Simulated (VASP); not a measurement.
Runs of VASP 6.6.1 on NaLaMnMoO6. It takes space group Cm (No. 8, monoclinic). Conventional cell: a = 9.445 Å, b = 5.474 Å, c = 5.485 Å, α = 90.00°, β = 125.39°, γ = 90.00°. Na (site symmetry m) has 7 O at 2.42 to 2.76 Å as nearest neighbours. La (site symmetry m) has 7 O at 2.43 to 2.76 Å as nearest neighbours. Mn (site symmetry m) is surrounded by 6 O at 1.94 to 1.95 Å. Mo (site symmetry m) is surrounded by 6 O at 1.96 to 1.98 Å. O (site symmetry 1) has 1 Mn at 1.94 Å and 1 Mo at 1.97 Å as nearest neighbours. Around O (site symmetry m) lie 1 Mn at 1.94 Å and 1 Mo at 1.96 Å. Around O (site symmetry m) lie 1 Mn at 1.95 Å and 1 Mo at 1.98 Å. O (site symmetry 1) is surrounded by 1 Mn at 1.94 Å and 1 Mo at 1.97 Å. The cell was built by a generator and needn't be a form met in nature.

| task | level | potentials or basis | cell | cutoff (eV) | gap on the mesh (eV) | pressure (GPa) | moment (μB) | relaxed volume (Å³/atom) | largest force (eV/Å) |
| --- | --- | --- | --- | --- | --- | --- | --- | --- | --- |
| relaxation of cell and atoms | PBEsol | VASP PAW PBE potentials, release 64 (Na_pv, La, Mn_pv, Mo_sv, O) | relaxed | 600 | none | 0.0 | 1.52 | 11.10 | 0.01 |
| relaxation of cell and atoms | LDA | VASP PAW LDA potentials, release 64 (Na_pv, La, Mn_pv, Mo_sv, O) | relaxed | 600 | none | 0.0 | 1.14 | 10.76 | 0.01 |
| band structure | LDA | VASP PAW LDA potentials, release 64 (Na_pv, La, Mn_pv, Mo_sv, O) | Cm, 10.76 Å³/atom | 520 | - | (b) | 1.14 | - | 0.01 |
| band structure | PBE | VASP PAW PBE potentials, release 64 (Na_pv, La, Mn_pv, Mo_sv, O) | Cm, 11.64 Å³/atom | 520 | - | (a) | 2.26 | - | 0.01 |
| relaxation of cell and atoms | PBE | VASP PAW PBE potentials, release 64 (Na_pv, La, Mn_pv, Mo_sv, O) | relaxed | 600 | none | 0.0 | 2.26 | 11.64 | 0.01 |

Alike in all rows: spin collinear, ferromagnetic start; k mesh 6 × 6 × 6; smearing fermi-dirac 0.05 eV.

Fill in the values left out.

(a) 0.2; (b) 0.3.

Caveats: a cell with one magnetic atom can't hold antiferromagnetic order, which such compounds often take; semilocal functionals often make such compounds metallic where correlation or magnetic order opens a gap, which also shifts bond lengths; spin-orbit coupling is left out, which moves the levels of the heavy elements (some runs); the PAW data sets were made with another functional, which shifts forces and pressure a little (some runs).

A k mesh can miss the band edges, and the runs leave out spin-orbit coupling on La, Mo.

A gap of «none» marks a metal or a gap under the smearing width.
